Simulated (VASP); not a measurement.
Method: PBEsol GGA, VASP's PBE PAW potentials (set 64) (plane waves; VASP 6.6.1).

The input files of a VASP run:

**INCAR**
```
SYSTEM = NaF
PREC = Accurate
ENCUT = 600
EDIFF = 1E-7
NELM = 100
ALGO = Normal
LREAL = .FALSE.
LASPH = .TRUE.
ISMEAR = 0
SIGMA = 0.05
GGA = PS
LWAVE = .FALSE.
LCHARG = .FALSE.
ISIF = 2
```

KPOINTS:
```
Regular mesh
0
Gamma
10 10 10
```

### POSCAR
```
NaF
1.0
  0.0000000000   2.4076000000   2.4076000000
  2.4076000000   0.0000000000   2.4076000000
  2.4076000000   2.4076000000   0.0000000000
Na F
1 1
Cartesian
  0.0000000000   0.0000000000   0.0000000000
  2.4076000000   2.4076000000   2.4076000000
```

POTCAR, in this order: Na_pv F (PBE.64 set). Program: vasp_std.

Output

OUTCAR:
```
 ion  position               nearest neighbor table
   1  0.000  0.000  0.000-
   2  0.500  0.500  0.500-
  LATTYP: Found a face centered cubic cell.
 ALAT       =     4.8152000000
 Subroutine PRICEL returns:
 Original cell was already a primitive cell.
 Subroutine GETGRP returns: Found 48 space group operations
The static configuration has the point symmetry O_h .
The dynamic configuration has the point symmetry O_h .
 Subroutine INISYM returns: Found 48 space group operations
 Subroutine IBZKPT returns following result:
 Found     47 irreducible k-points:

 Following reciprocal coordinates:
            Coordinates               Weight
  0.000000  0.000000  0.000000      1.000000
  0.100000  0.000000  0.000000      8.000000
  0.200000  0.000000  0.000000      8.000000
  0.300000  0.000000  0.000000      8.000000
  0.400000  0.000000  0.000000      8.000000
  0.500000  0.000000  0.000000      4.000000
  0.100000  0.100000  0.000000      6.000000
  0.200000  0.100000  0.000000     24.000000
  0.300000  0.100000  0.000000     24.000000
...
```

File OSZICAR:
```
       N       E                     dE             d eps       ncg     rms          rms(c)
DAV:   1     0.119742410958E+03    0.11974E+03   -0.85785E+03  1049   0.164E+03
DAV:   2    -0.206277949056E+01   -0.12181E+03   -0.11147E+03  1137   0.382E+02
DAV:   3    -0.944246091857E+01   -0.73797E+01   -0.73472E+01  1187   0.939E+01
DAV:   4    -0.952428476762E+01   -0.81824E-01   -0.81808E-01  1133   0.108E+01
DAV:   5    -0.952523434212E+01   -0.94957E-03   -0.94956E-03  1181   0.119E+00    0.494E+00
DAV:   6    -0.874549239298E+01    0.77974E+00   -0.34934E+00  1218   0.176E+01    0.194E+00
DAV:   7    -0.872703866845E+01    0.18454E-01   -0.37430E-02  1058   0.282E+00    0.104E+00
DAV:   8    -0.872591248955E+01    0.11262E-02   -0.30946E-02  1058   0.523E+00    0.139E-01
DAV:   9    -0.872675949757E+01   -0.84701E-03   -0.48504E-03  1172   0.813E-01    0.922E-02
DAV:  10    -0.872669579199E+01    0.63706E-04   -0.11022E-03  1076   0.360E-01    0.321E-02
DAV:  11    -0.872668802604E+01    0.77659E-05   -0.99376E-05  1112   0.173E-01    0.298E-03
DAV:  12    -0.872668870661E+01   -0.68057E-06   -0.50488E-06  1157   0.302E-02    0.209E-03
DAV:  13    -0.872668867154E+01    0.35069E-07   -0.48514E-07  1079   0.768E-03
   1 F= -.87266887E+01 E0= -.87266887E+01  d E =-.295304E-20
```

### OUTCAR
```
------------------------ aborting loop because EDIFF is reached ----------------------------------------
  FORCE on cell =-STRESS in cart. coord.  units (eV):
  Direction    XX          YY          ZZ          XY          YZ          ZX
  --------------------------------------------------------------------------------------
  Total       -0.7853571     -0.7853571     -0.7853571     -0.0000000     -0.0000000     -0.0000000
  in kB      -45.0811242    -45.0811242    -45.0811242     -0.0000000     -0.0000000     -0.0000000
  external PRESSURE =     -45.0811242 kB  Pullay stress =       0.0000000 kB
  volume of cell :       27.91
      direct lattice vectors                 reciprocal lattice vectors
     0.000000000  2.407600000  2.407600000    -0.207675694  0.207675694  0.207675694
     2.407600000  0.000000000  2.407600000     0.207675694 -0.207675694  0.207675694
     2.407600000  2.407600000  0.000000000     0.207675694  0.207675694 -0.207675694
  FREE ENERGIE OF THE ION-ELECTRON SYSTEM (eV)
  ---------------------------------------------------
  free  energy   TOTEN  =        -8.7266886715 eV

  energy  without entropy=       -8.7266886715  energy(sigma->0) =       -8.72668867
```
(Selected blocks of OUTCAR.)

The compound is NaF in the rock salt structure. This cell was strained or had an atom moved on purpose.
